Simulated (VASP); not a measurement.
Calculation: PBEsol GGA, VASP's PBE PAW potentials (set 64) (plane waves; VASP 6.6.1).

The input files of a VASP run:

### KPOINTS
```
Automatic mesh
0
Gamma
10 10 4
0 0 0
```

### INCAR
```
LWAVE=.False.
PREC=Accurate
EDIFFG=-0.01
NSW=30   # most ionic steps
EDIFF=1E-7   # SCF stop (eV)
LASPH=.True.   # aspherical one-centre terms
LCHARG=.False.
LREAL=.False.
ENCUT=480   # plane-wave cut-off (eV)
NELM=100
SIGMA=0.1
ALGO=Normal   # blocked Davidson
SYSTEM=Cl
ISIF=2   # forces and stress, cell fixed
IBRION=2   # conjugate gradients
ISMEAR=1   # Methfessel-Paxton
GGA=PS
```

POSCAR:
```
Cl
1.0
  3.7068119005   0.0000000000   0.0000000000
 -1.8534059503   3.2101939258   0.0000000000
  0.0000000000   0.0000000000   7.7175940837
Cl
4
Cart
  0.0000000000   0.0000000000   0.0000000000
  0.0000000000   0.0000000000   3.8587970418
 -0.0000018534   2.1401303539   1.9293985209
  1.8534078036   1.0700635719   5.7881955628
```

POTCAR, in this order: Cl (PBE.64 set). Program: vasp_std.

The run wrote:

OSZICAR:
```
       N       E                     dE             d eps       ncg     rms          rms(c)
DAV:   1     0.175198536017E+03    0.17520E+03   -0.12272E+04  1512   0.126E+03
DAV:   2     0.469815041497E+01   -0.17050E+03   -0.16883E+03  2274   0.229E+02
DAV:   3    -0.530638258839E+01   -0.10005E+02   -0.98853E+01  1678   0.662E+01
DAV:   4    -0.544870434962E+01   -0.14232E+00   -0.14226E+00  1864   0.937E+00
DAV:   5    -0.545108298640E+01   -0.23786E-02   -0.23782E-02  1662   0.118E+00    0.100E+01
DAV:   6    -0.541006307631E+01    0.41020E-01   -0.57895E-02  1656   0.139E+00    0.618E+00
DAV:   7    -0.540706528808E+01    0.29978E-02   -0.62486E-02  1644   0.144E+00    0.491E-01
DAV:   8    -0.540504457460E+01    0.20207E-02   -0.45290E-03  1624   0.503E-01    0.163E-01
DAV:   9    -0.540479362420E+01    0.25095E-03   -0.13446E-03  1660   0.213E-01    0.497E-02
DAV:  10    -0.540479198733E+01    0.16369E-05   -0.42264E-05  1656   0.483E-02    0.214E-02
DAV:  11    -0.540479295849E+01   -0.97116E-06   -0.66566E-06  1646   0.161E-02    0.846E-03
DAV:  12    -0.540479396984E+01   -0.10113E-05   -0.55455E-07  1612   0.559E-03    0.380E-03
DAV:  13    -0.540479411818E+01   -0.14835E-06   -0.90675E-08   956   0.216E-03    0.189E-03
DAV:  14    -0.540479413318E+01   -0.15000E-07   -0.27488E-08   886   0.110E-03
   1 F= -.54047941E+01 E0= -.54046089E+01  d E =-.540479E+01
```

**OUTCAR**
```
------------------------ aborting loop because EDIFF is reached ----------------------------------------
  FORCE on cell =-STRESS in cart. coord.  units (eV):
  Direction    XX          YY          ZZ          XY          YZ          ZX
  --------------------------------------------------------------------------------------
  Total       -1.5673367     -1.5673373     -2.4136255      0.0000000      0.0000000     -0.0000000
  in kB      -27.3438169    -27.3438280    -42.1082040      0.0000000      0.0000000     -0.0000000
  external PRESSURE =     -32.2652830 kB  Pullay stress =       0.0000000 kB
  volume of cell :       91.84
      direct lattice vectors                 reciprocal lattice vectors
     3.706811900  0.000000000  0.000000000     0.269773602  0.155753830  0.000000000
    -1.853405950  3.210193926  0.000000000     0.000000000  0.311507661  0.000000000
     0.000000000  0.000000000  7.717594084     0.000000000  0.000000000  0.129574060
 POSITION                                       TOTAL-FORCE (eV/Angst)
 -----------------------------------------------------------------------------------
      0.00000      0.00000      0.00000        -0.000000      0.000000      0.000000
      0.00000      0.00000      3.85880        -0.000000      0.000000      0.000000
     -0.00000      2.14013      1.92940         0.000000     -0.000000     -0.000000
      1.85341      1.07006      5.78820        -0.000000      0.000000      0.000000
 -----------------------------------------------------------------------------------
    total drift:                               -0.000000      0.000000      0.000000
  FREE ENERGIE OF THE ION-ELECTRON SYSTEM (eV)
  ---------------------------------------------------
  free  energy   TOTEN  =        -5.4047941332 eV

  energy  without entropy=       -5.4042384633  energy(sigma->0) =       -5.40460891

 reached required accuracy - stopping structural energy minimisation
```
(Selected blocks of OUTCAR.)

The structure was generated: Cl was put into the dhcp type (P6_3/mmc), which need not be its known phase. This cell was strained or had an atom moved on purpose.
